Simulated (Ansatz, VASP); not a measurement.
## RbOsF3: VASP beside Ansatz

Aim: how closely do two programs agree when they are given the same cell, functional and k mesh? The cell is generated by rule, not measured, and may not be a known phase. The two relaxations start from unlike cells of this crystal (the structure described is Ansatz's start), so only their ends are compared.

Method: plane waves, with VASP 6.6.1 beside it; relaxation of cell and atoms at PBE, in Ansatz 0.2.0.

The structure was built from a prototype and need not be the compound's stable phase.

### 1. Set-up

It takes space group Pm-3m (No. 221, cubic). The conventional cell has a = 4.415 Å, b = 4.415 Å, c = 4.415 Å, α = 90.00°, β = 90.00°, γ = 90.00°. Rb has 12 F at 3.12 Å nearest. Nearest to Os lie 6 F at 2.21 Å. F has 2 Os at 2.21 Å and 4 Rb at 3.12 Å nearest. Farther neighbours and most contacts between anions are not listed.

As a file:

```cif
data_structure
_symmetry_space_group_name_H-M 'Pm-3m'
_symmetry_Int_Tables_number 221
_cell_length_a 4.4154
_cell_length_b 4.4154
_cell_length_c 4.4154
_cell_angle_alpha 90.000
_cell_angle_beta 90.000
_cell_angle_gamma 90.000
_cell_volume 86.08
loop_
_atom_site_label
_atom_site_type_symbol
_atom_site_symmetry_multiplicity
_atom_site_Wyckoff_symbol
_atom_site_fract_x
_atom_site_fract_y
_atom_site_fract_z
_atom_site_occupancy
Rb1 Rb 1 a 0.00000 0.00000 0.00000 1
Os1 Os 1 b 0.50000 0.50000 0.50000 1
F1 F 3 c 0.50000 0.50000 0.00000 1
```

### 2. Ansatz: relaxation of cell and atoms, PBE

Ansatz runs on its default PAW (the set named soft_2) files.

The relaxed volume is the usual yardstick between codes: in a stiff, nearly cubic crystal its relative difference is about their pressure difference at one cell divided by the bulk modulus.

Contents of input.yaml:

```yaml
crystal:
  lattice:
    - [4.4154, 0.0, 0.0]
    - [0.0, 4.4154, 0.0]
    - [0.0, 0.0, 4.4154]
  atoms:
    - { symbol: Rb, position: [0.0, 0.0, 0.0] }
    - { symbol: Os, position: [0.5, 0.5, 0.5] }
    - { symbol: F, position: [0.5, 0.5, 0.0] }
    - { symbol: F, position: [0.5, 0.0, 0.5] }
    - { symbol: F, position: [0.0, 0.5, 0.5] }
kpoints:
  mp_grid: { grid: [6, 6, 6] }
hamiltonian:
  xc: pbe
scf:
  occupations: { method: fermi_dirac, width: 0.02 }
relax:
  f_tol: 0.01
  max_steps: 80
  cell: {}
```

Run with:

```console
$ ansatz run input.yaml --threads 4 --pin off --max-ram 9216MiB --backend cpu --events-out ev --progress --plain --runs-dir out
```

Numbers of over 12 decimals in the logs are rounded to 6 here.

Log:

```text
Engine: ansatz 0.2.0, aarch64-unknown-linux-gnu
Pseudopotentials: kind: paw
Pseudopotential: Rb, paw, valence charge 9, recommended cutoff 420 eV (normal), Rb.paw.azcp
Pseudopotential: Os, paw, valence charge 16, recommended cutoff 420 eV (normal), Os.paw.azcp
Pseudopotential: F, paw, valence charge 7, recommended cutoff 420 eV (normal), F.paw.azcp
Functional definition: PBE
  parameter kappa = 0.804
  parameter beta = 0.066725
  exchange = pbe_x(kappa = kappa, mu = beta*pi^2/3)
  correlation = pbe_c(beta = beta)
Crystal: 5 atoms, lattice volume = 86.082 Å³
Basis set: ecut = 420 eV, 1743 PW (Γ), exchange–correlation on 60×60×60 points (8 copies of the dense FFT grid, shifted against one another)
Bands: 28, of which v1, the nominal top of the filled ones, is band 23 counted from 1 (22 counted from 0)
Symmetry: 48 space group operations
Space group: Pm-3m (ITA 221), of the structure as read, at distance tolerance 4.4e-5 Å
k-points: 20 of 216
Non-local potential: Rb, projectors of the file, l = 0: 3, l = 1: 2, l = 2: 2
Non-local potential: Os, projectors of the file, l = 0: 3, l = 1: 2, l = 2: 2, l = 3: 1
Non-local potential: F, projectors of the file, l = 0: 2, l = 1: 2, l = 2: 1
PAW form: soft (Blöchl's): semilocal exchange-correlation on the pseudo side does not see the compensation charge
PAW one-centre angular grid: Rb, 110 points (default); XC on 64 Gauss nodes
PAW one-centre angular grid: Os, 590 points (default); XC on 64 Gauss nodes
PAW one-centre angular grid: F, 110 points (default); XC on 64 Gauss nodes
Initial density: superposition of atomic densities (neutral atoms: chi_scale 0, normalization atom), corrected by the library's trained network
Initial wavefunctions: pseudopotential atomic-orbital guess
Functional: x = pbe(κ = 0.804, μ = 0.219515), c = pbe(β = 0.066725)
SCF iter   1: F=—  HF=-17074.689312 eV  |F-HF|=—  |Δ(HF+E_count)|=         —  Δρ=1.09e-2  dr2=2.46e-2  ethr=1.77e-3  ⟨swp⟩=6.1  Hψ=2355  notcnv=0
preconditioner: auto → LDOS  [insulator: Δε(μ)=0.108 eV  Ē_g=12.529 eV  σ=0.020 eV  W_gap=0.85  n_scr=18 (ndim 8)  ℏωp=24.0 eV  f_vac=0.063  D(μ)=1.66/eV (n_scr^D=6)  ε∞_Penn≈4.7  β→1.0]
SCF iter   2: F=—  HF=-17074.691150 eV  |F-HF|=—  |Δ(HF+E_count)|=   1.84e-3  Δρ=2.57e-3  dr2=3.54e-3  ethr=5.34e-5  ⟨swp⟩=3.2  Hψ=1338  notcnv=0  defer=10
SCF iter   3: F=—  HF=-17074.690379 eV  |F-HF|=—  |Δ(HF+E_count)|=   7.70e-4  Δρ=1.76e-3  dr2=1.50e-3  ethr=7.69e-6  ⟨swp⟩=2.7  Hψ=1091  notcnv=0  defer=10
SCF iter   4: F=—  HF=-17074.690029 eV  |F-HF|=—  |Δ(HF+E_count)|=   3.51e-4  Δρ=7.25e-4  dr2=2.56e-4  ethr=3.26e-6  ⟨swp⟩=2.0  Hψ=692  notcnv=0  defer=10
SCF iter   5: F=—  HF=-17074.689962 eV  |F-HF|=—  |Δ(HF+E_count)|=   6.67e-5  Δρ=1.71e-4  dr2=1.37e-5  ethr=5.56e-7  ⟨swp⟩=2.1  Hψ=764  notcnv=0  defer=10
SCF iter   6: F=—  HF=-17074.690298 eV  |F-HF|=—  |Δ(HF+E_count)|=   3.36e-4  Δρ=3.61e-5  dr2=4.32e-7  ethr=2.97e-8  ⟨swp⟩=2.0  Hψ=997  notcnv=0  defer=10
SCF iter   7: F=-17074.690298 eV  HF=-17074.690298 eV  |F-HF|=1.65e-8  |Δ(HF+E_count)|=   5.67e-8  Δρ=7.88e-6  dr2=1.40e-8  ethr=2.17e-10  ⟨swp⟩=4.8  Hψ=1950  notcnv=0
SCF 1 converged in 7 iterations: F = -17074.690298 eV  dr2 = 1.40e-8
  greatest PAW one-centre occupation: 1.000 electrons in one spin orbital (limit 2), on the Os atom at site 1 (counted from 0), in its partial waves of l = 0
relax step   1: F+E_penalty+E_count = -17074.69029842 eV  Δ(F+E_penalty+E_count) = +0.000e0 eV  max|allowed force component| = 3.913e-29 eV/Å  Δτ_max = 0.0000 Å  P = -5.235 GPa  Ω = 86.082 Å³  (7 SCF iters, dr2 threshold 1.00e-7 eV, accepted)
[...]
relax step   3: F+E_penalty+E_count = -17074.81854394 eV  Δ(F+E_penalty+E_count) = -3.367e-4 eV  max|allowed force component| = 1.604e-29 eV/Å  Δτ_max = 0.0000 Å  P = +0.012 GPa  Ω = 79.769 Å³  energy of the carried Pulay correction = +1.826e-2 eV  (5 SCF iters, dr2 threshold 2.14e-8 eV, accepted)
[...]
relax step   4: F+E_penalty+E_count = -17074.80740008 eV  Δ(F+E_penalty+E_count) = +1.114e-2 eV  max|allowed force component| = 9.940e-30 eV/Å  Δτ_max = 0.0000 Å  P = -0.312 GPa  Ω = 79.769 Å³  stress off target by 3.12e-1 GPa  SCF on the basis re-selected at this cell (its energy is not comparable with the rows above)  (7 SCF iters)
[...]
relax step   5: F+E_penalty+E_count = -17074.80858851 eV  Δ(F+E_penalty+E_count) = -1.188e-3 eV  max|allowed force component| = 3.923e-29 eV/Å  Δτ_max = 0.0000 Å  P = +0.008 GPa  Ω = 79.462 Å³  energy of the carried Pulay correction = +8.964e-4 eV  (5 SCF iters, dr2 threshold 2.43e-7 eV, accepted)
[...]
relax step   6: F+E_penalty+E_count = -17074.80738873 eV  Δ(F+E_penalty+E_count) = +1.200e-3 eV  max|allowed force component| = 2.514e-29 eV/Å  Δτ_max = 0.0000 Å  P = -0.008 GPa  Ω = 79.462 Å³  stress off target by 8.18e-3 GPa  SCF on the basis re-selected at this cell (its energy is not comparable with the rows above)  (6 SCF iters)
basis re-selected at this cell: Δ(F+E_penalty+E_count) = +1.200e-3 eV, ΔP = -0.016 GPa vs the last step (what re-selecting the basis moved, of the pressure what is left beyond the Pulay correction that the steps carried, after the strain that the cell walked since its last selection, with what the two solves' SCF thresholds leave and, on support functions, any second-order correction that the steps lacked; it is no m [...]
SCF converged after 6 iterations
Free energy (F): -17074.807389 eV
Harris-Foulkes:  -17074.807389 eV  (|F-HF|=4.73e-11)
Internal energy: -17074.805723 eV  (E = F + TS)
E sigma→0 (E₀):  -17074.806556 eV
Entropy (-TS):   -0.001666 eV (-0.333 meV/atom)
Fermi energy:    9.565625 eV
--- Per-component energies (eV) ---
  E_band       = -409.960894
  E_kinetic    = 1381.991233
  E_local      = -4049.366179  (includes V_loc(G=0)·N_el)
  E_nonlocal   = 391.039678
  E_hartree    = 1518.483557
  E_xc         = -635.107395
  E_vxc        = -725.345894  (∫ρ·V_xc dr)
  E_paw        = -12231.771496  (= ΣΔE_a)
  E_vpaw       = -445.252476  (= ΣTr[D̂ρ^β])
  E_aug_tail   = 0.005955  (compensation charges beyond the density's cutoff)
  E_ewald      = -3450.081076
  E_smearing   = -0.001666  (= −TS)
  E_closure    = -0.000000  (closes the sum)
  Σ components = -17074.807389   (vs F -17074.807389, Δ=0.00e0)
--- Forces (eV/Å), atoms counted from 1 ---
  atom   1  Rb     0.00000000    -0.00000000     0.00000000
  atom   2  Os     0.00000000     0.00000000     0.00000000
  atom   3  F      0.00000000     0.00000000    -0.00000000
  atom   4  F      0.00000000    -0.00000000     0.00000000
  atom   5  F      0.00000000    -0.00000000    -0.00000000
  max |Σ_I F_I| component: 1.11e-28 eV/Å
--- Stress (GPa, compression-positive) ---
       -0.008184      -0.000000      -0.000000
       -0.000000      -0.008184       0.000000
       -0.000000       0.000000      -0.008184
  P = ⅓ Tr σ = -0.0082 GPa (-0.082 kbar)
--- Relaxed structure (4 steps of the walk, 4 accepted, 2 SCFs on fresh bases) ---
  F+E_penalty+E_count = -17074.80738873 eV   max|allowed force component| = 2.514e-29 eV/Å   (the final SCF, on the basis selected at the relaxed cell)
  cell:  # Å, volume = 79.4624 Å³
    - [4.299196, 0, 0]
    - [0, 4.299196, 0.0]
    - [0, 0.0, 4.299196]
  atoms:
    - { symbol: Rb, position: [0, 0, 0] }
    - { symbol: Os, position: [0.500000, 0.500000, 0.500000] }
    - { symbol: F, position: [0.500000, 0.500000, 0] }
    - { symbol: F, position: [0.500000, 0, 0.500000] }
    - { symbol: F, position: [0, 0.500000, 0.500000] }
```

The column dr2 measures how far the density is from self-consistency, as an energy; F and HF (Harris–Foulkes) agree once it is small.

### 3. VASP: relaxation of cell and atoms, PBE

Its own start cell and the same functional, mesh and smearing now go to VASP, with its own data sets.

Lines of VASP's logs that name or quote its potential files are left out, and so is its time.

Contents of INCAR:

```
SYSTEM = RbOsF3
PREC = Accurate
ENCUT = 600
EDIFF = 1E-07
NELM = 120
ISMEAR = -1
SIGMA = 0.02
LREAL = .FALSE.
ALGO = Normal
GGA = PE
NBANDS = 25
LASPH = .TRUE.
LORBIT = 11
LWAVE = .FALSE.
LCHARG = .FALSE.
ISIF = 3
IBRION = 2
NSW = 80
EDIFFG = -0.005
GGA_COMPAT = .FALSE.
NELMIN = 4
KPAR = 2
```

Contents of POSCAR:

```
RbOsF3
1.0
    4.3013482361      0.0000000000      0.0000000000
    0.0000000000      4.3013482361      0.0000000000
    0.0000000000      0.0000000000      4.3013482361
Rb Os F
1 1 3
Direct
    0.0000000000      0.0000000000      0.0000000000
    0.5000000000      0.5000000000      0.5000000000
    0.5000000000      0.5000000000      0.0000000000
    0.5000000000      0.0000000000      0.5000000000
    0.0000000000      0.5000000000      0.5000000000
```

Contents of KPOINTS:

```
Automatic mesh
0
Gamma
6 6 6
0 0 0
```

PAW data sets: Rb_sv, Os and F (PBE family, release 64).

Run with:

```console
$ mpirun -np 2 vasp_std
```

Log:

```text
[banner, memory and clock lines left out]
running    2 mpi-ranks, on    1 nodes
 distrk:  each k-point on    1 cores,    2 groups
 distr:  one band on    1 cores,    1 groups

 POSCAR found type information on POSCAR RbOsF
 POSCAR found :  3 types and       5 ions
 LDA part: xc-table for (Slater+PW92), standard interpolation
 POSCAR, INCAR and KPOINTS ok, starting setup
 FFT: planning ... GRIDC
 FFT: planning ... GRID_SOFT
 FFT: planning ... GRID
 WAVECAR not read
 entering main loop
       N       E                     dE             d eps       ncg     rms          rms(c)
DAV:   1     0.299092940660E+03    0.29909E+03   -0.22239E+04  1000   0.163E+03
DAV:   2    -0.563463743083E+01   -0.30473E+03   -0.29695E+03  1211   0.392E+02
DAV:   3    -0.254882688743E+02   -0.19854E+02   -0.19362E+02  1297   0.932E+01
DAV:   4    -0.259820543374E+02   -0.49379E+00   -0.49137E+00  1399   0.143E+01
DAV:   5    -0.259919097855E+02   -0.98554E-02   -0.98514E-02  1292   0.149E+00    0.210E+01
DAV:   6    -0.238564677013E+02    0.21354E+01   -0.10083E+01  1316   0.242E+01    0.116E+01
DAV:   7    -0.238138465604E+02    0.42621E-01   -0.63748E-01  1143   0.686E+00    0.818E+00
DAV:   8    -0.238348554682E+02   -0.21009E-01   -0.10355E-01  1134   0.286E+00    0.202E+00
DAV:   9    -0.238309714679E+02    0.38840E-02   -0.18319E-02  1237   0.112E+00    0.203E-01
DAV:  10    -0.238314712725E+02   -0.49980E-03   -0.13543E-03  1303   0.276E-01    0.248E-01
DAV:  11    -0.238315989999E+02   -0.12773E-03   -0.12142E-04  1200   0.930E-02    0.268E-02
DAV:  12    -0.238316079230E+02   -0.89231E-05   -0.20067E-05  1135   0.294E-02    0.734E-03
DAV:  13    -0.238316084525E+02   -0.52949E-06   -0.15993E-06  1438   0.879E-03    0.608E-03
DAV:  14    -0.238316086895E+02   -0.23698E-06   -0.21120E-07  1042   0.295E-03    0.996E-04
DAV:  15    -0.238316086540E+02    0.35479E-07   -0.53062E-08   765   0.163E-03
   1 F= -.23831609E+02 E0= -.23830778E+02  d E =-.238316E+02
 curvature:   0.00 expect dE= 0.000E+00 dE for cont linesearch  0.000E+00
 trial: gam= 0.00000 g(F)=  0.000E+00 g(S)=  0.267E-04 ort = 0.000E+00 (trialstep = 0.100E+01)
 search vector abs. value=  0.267E-04
 bond charge predicted
       N       E                     dE             d eps       ncg     rms          rms(c)
DAV:   1    -0.238318662441E+02   -0.25755E-03   -0.49435E-03  1066   0.532E-01    0.120E-01
DAV:   2    -0.238316451076E+02    0.22114E-03   -0.89073E-04  1150   0.229E-01    0.542E-02
DAV:   3    -0.238316247555E+02    0.20352E-04   -0.50431E-05  1184   0.588E-02    0.271E-02
DAV:   4    -0.238316203734E+02    0.43821E-05   -0.20095E-05  1479   0.253E-02    0.104E-02
DAV:   5    -0.238316196719E+02    0.70152E-06   -0.10556E-06  1318   0.698E-03    0.346E-03
DAV:   6    -0.238316194255E+02    0.24642E-06   -0.15941E-07   771   0.368E-03    0.841E-04
DAV:   7    -0.238316192759E+02    0.14956E-06   -0.32954E-08   528   0.171E-03    0.882E-04
DAV:   8    -0.238316192321E+02    0.43822E-07   -0.58874E-09   528   0.607E-04
   2 F= -.23831619E+02 E0= -.23830783E+02  d E =-.105781E-04
 trial-energy change:   -0.000011  1 .order   -0.000011   -0.000027    0.000004
 step:   0.8442(harm=  0.8593)  dis= 0.00000  next Energy=   -23.831620 (dE=-0.109E-04)
 reached required accuracy - stopping structural energy minimisation
```

From OUTCAR (step 3):

```text
ion  position               nearest neighbor table
   1  0.000  0.000  0.000-   3 3.04   4 3.04   5 3.04   4 3.04   5 3.04   3 3.04   5 3.04   5 3.04
                             3 3.04   4 3.04   4 3.04   3 3.04   2 3.73   2 3.73   2 3.73   2 3.73
   2  0.500  0.500  0.500-   3 2.15   4 2.15   5 2.15   3 2.15   4 2.15   5 2.15   1 3.73   1 3.73
                             1 3.73   1 3.73   1 3.73   1 3.73   1 3.73   1 3.73
   3  0.500  0.500  0.000-   2 2.15   2 2.15   1 3.04   1 3.04   1 3.04   1 3.04
   4  0.500  0.000  0.500-   2 2.15   2 2.15   1 3.04   1 3.04   1 3.04   1 3.04
   5  0.000  0.500  0.500-   2 2.15   2 2.15   1 3.04   1 3.04   1 3.04   1 3.04

  LATTYP: Found a simple cubic cell.
 ALAT       =     4.3013482361

 Subroutine GETGRP returns: Found 48 space group operations
 (whereof 48 operations were pure point group operations)

The static configuration has the point symmetry O_h .

 Found     20 irreducible k-points:

   k-points           NKPTS =     20   k-points in BZ     NKDIM =     20   number of bands    NBANDS=     25

   dimension x,y,z NGX =    36 NGY =   36 NGZ =   36
   dimension x,y,z NGXF=    72 NGYF=   72 NGZF=   72

   ENCUT  =  600.0 eV  44.10 Ry    6.64 a.u.   8.59  8.59  8.59*2*pi/ulx,y,z

   NELECT =      38.0000    total number of electrons

 k-points in reciprocal lattice and weights: Automatic mesh
   0.00000000  0.00000000  0.00000000       0.005
   0.16666667  0.00000000  0.00000000       0.028
   0.33333333  0.00000000  0.00000000       0.028
   0.50000000  0.00000000  0.00000000       0.014
   0.16666667  0.16666667  0.00000000       0.056
   0.33333333  0.16666667  0.00000000       0.111
   0.50000000  0.16666667  0.00000000       0.056
   0.33333333  0.33333333  0.00000000       0.056
   0.50000000  0.33333333  0.00000000       0.056
[...]
0.50000000  0.50000000  0.33333333       0.028
   0.50000000  0.50000000  0.50000000       0.005

 average (electrostatic) potential at core
       1 -36.2847       2 -48.7002       3 -78.1171       4 -78.1171       5 -78.1171

 E-fermi :   3.4113

 k-point     1 :       0.0000    0.0000    0.0000
  band No.  band energies     occupation
    ...
     17       1.8858      2.00000
     18       1.8866      2.00000
     19       1.8867      2.00000
     20       3.2923      1.99480
     21       3.2937      1.99441
     22       3.7836      0.00000
     23       8.0251      0.00000
     24       8.0251      0.00000
     25      10.4617      0.00000

 k-point     2 :       0.1667    0.0000    0.0000
  band No.  band energies     occupation
    ...
     16      -2.5664      2.00000
     17       1.9023      2.00000
     18       2.1267      2.00000
     19       2.1276      2.00000
     20       3.3031      1.99106
     21       3.6387      0.00002
     22       4.4131      0.00000
     23       8.2011      0.00000
     24       8.2961      0.00000
     25      10.3316      0.00000

 k-point     3 :       0.3333    0.0000    0.0000
  band No.  band energies     occupation
    ...
     16      -2.6478      2.00000
     17       1.9341      2.00000
     18       2.5973      2.00000
     19       2.5982      2.00000
     20       3.3231      1.97588
     21       4.0029      0.00000
     22       5.9925      0.00000
     23       8.3963      0.00000
     24       8.5788      0.00000
     25      10.4579      0.00000

  Total       -0.0049754     -0.0049754     -0.0049754      0.0000000     -0.0000000      0.0000000
  in kB       -0.1000790     -0.1000790     -0.1000790      0.0000000     -0.0000000      0.0000000
  external PRESSURE =      -0.1000790 kB  Pullay stress =       0.0000000 kB

  energy-cutoff  :      600.00
  volume of cell :       79.65
      direct lattice vectors                 reciprocal lattice vectors
     4.302609235 -0.000000000  0.000000000     0.232417109 -0.000000000 -0.000000000
     0.000000000  4.302609235  0.000000000     0.000000000  0.232417109  0.000000000
     0.000000000 -0.000000000  4.302609235    -0.000000000 -0.000000000  0.232417109

 POSITION                                       TOTAL-FORCE (eV/Angst)
 -----------------------------------------------------------------------------------
      0.00000      0.00000      0.00000        -0.000000      0.000000      0.000000
      2.15130      2.15130      2.15130        -0.000000      0.000000      0.000000
      2.15130      2.15130      0.00000        -0.000000      0.000000      0.000000
      2.15130     -0.00000      2.15130        -0.000000     -0.000000      0.000000
      0.00000      2.15130      2.15130         0.000000     -0.000000      0.000000
 -----------------------------------------------------------------------------------
    total drift:                                0.000000      0.000000      0.000000

  FREE ENERGIE OF THE ION-ELECTRON SYSTEM (eV)
  ---------------------------------------------------
  free  energy   TOTEN  =       -23.8316192321 eV

  energy  without entropy=      -23.8299473612  energy(sigma->0) =      -23.83078330

 reached required accuracy - stopping structural energy minimisation

 total charge
# of ion       s       p       d       tot
------------------------------------------
    1        1.936   5.358   0.022   7.316
    2        0.292   0.333   6.072   6.697
    3        1.723   4.346   0.000   6.069
    4        1.723   4.346   0.000   6.069
    5        1.723   4.346   0.000   6.069
--------------------------------------------------
tot          7.396  18.729   6.094  32.219

[... 3 further parts left out ...]
```

CONTCAR:

```
RbOsF3
   1.00000000000000
     4.3026092348851730   -0.0000000000000000    0.0000000000000000
     0.0000000000000000    4.3026092348851730    0.0000000000000000
     0.0000000000000000   -0.0000000000000000    4.3026092348851730
  Rb              Os              F
     1     1     3
Direct
     0.0000000000000000    0.0000000000000000    0.0000000000000000
     0.5000000000000000    0.5000000000000000    0.5000000000000000
     0.5000000000000000    0.5000000000000000    0.0000000000000000
     0.5000000000000000    0.0000000000000000    0.5000000000000000
     0.0000000000000000    0.5000000000000000    0.5000000000000000
```

This run has no spin polarisation, so a moment on Os, if there is one, isn't seen. The k-mesh is coarse for a metal.

### 4. Differences

Known differences besides the potentials themselves: the data sets hold 46 valence electrons in Ansatz (on its default PAW (the set named soft_2) files) and 38 in VASP; the cutoff is 420 eV in Ansatz and 600 eV in VASP; Ansatz adds a Pulay correction to the stress that steers its cell, VASP none. Total energies have different zeros and are not compared.

Both answers:

| quantity | Ansatz | VASP | difference |
| --- | --- | --- | --- |
| volume (Å³) | 79.46 | 79.65 | -0.24 % |
| edge a after relaxation, in the typed setting (Å) | 4.299 | 4.303 | -0.08 % |

### 5. Summary of results

```json
{
  "difference in volume (relaxation of cell and atoms, PBE)": "-0.24 %"
}
```

**Reading.** The difference in volume is -0.24 % (relaxation of cell and atoms, PBE), within the 1.2 % picked in this series as the mark of a large difference, as far as the stopping tolerances let one tell. The data sets hold unlike numbers of valence electrons (46 in Ansatz and 38 in VASP), so part of the differences comes from the potentials. How closely two codes agree says nothing of how well the functional describes the real material.

[Lines on the potential files, build, host, timing and source positions are cut from VASP's logs without a mark.]

[Logs are printed without paths, hosts, clocks, repeated set-up lines and the standing remarks that a program may print on its own settings, such as how far it seeks lower states.]

[Hosts, paths, dates, database ids (printed as entryN), source tags and the programs' standing remarks are cut or masked in the printed files.]
